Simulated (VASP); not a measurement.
The system is BePt.

```
Be Pt
1.0
     0.00000    2.28249    2.28249
     2.28249    0.00000    2.28249
     2.28249    2.28249    0.00000
Be Pt
1 1
Direct
  0.00000 0.00000 0.00000
  0.50000 0.50000 0.50000
```

The cell was built by a generator and needn't be a form met in nature.

- Program: VASP 6.6.1
- Task: relaxation of cell and atoms
- Functional: PBEsol
- Potentials or basis: VASP PAW PBE potentials, release 64 (Be, Pt)
- Cutoff: 600 eV
- k mesh: 10 × 10 × 10
- Occupations: methfessel-paxton, width 0.1 eV
- Spin: no spin polarisation

At the start: pressure 6.4 GPa; volume 11.89 Å³/atom.

Q: Where does the relaxation end?

A: Over 3 steps the energy falls by 8.1 meV/atom and the volume is 12.31 Å³/atom (+3.5 %); space group Fm-3m (No. 225, to 0.05 Å).

The path:
| step | energy change (eV) | largest force (eV/Å) | pressure (GPa) | volume (Å³) |
| --- | --- | --- | --- | --- |
| 1 | 0.0000 | 0.0000 | 6.45 | 23.78 |
| 2 | -0.0008 | 0.0000 | -5.52 | 25.47 |
| 3 | -0.0161 | 0.0000 | -0.03 | 24.61 |

Final structure:
```
CELL_PARAMETERS angstrom
0.00000 2.30878 2.30878
2.30878 0.00000 2.30878
2.30878 2.30878 0.00000
ATOMIC_POSITIONS crystal
Be 0.00000 0.00000 0.00000
Pt 0.50000 0.50000 0.50000
```

Caveat: the PAW data sets were made with another functional, which shifts forces and pressure a little.
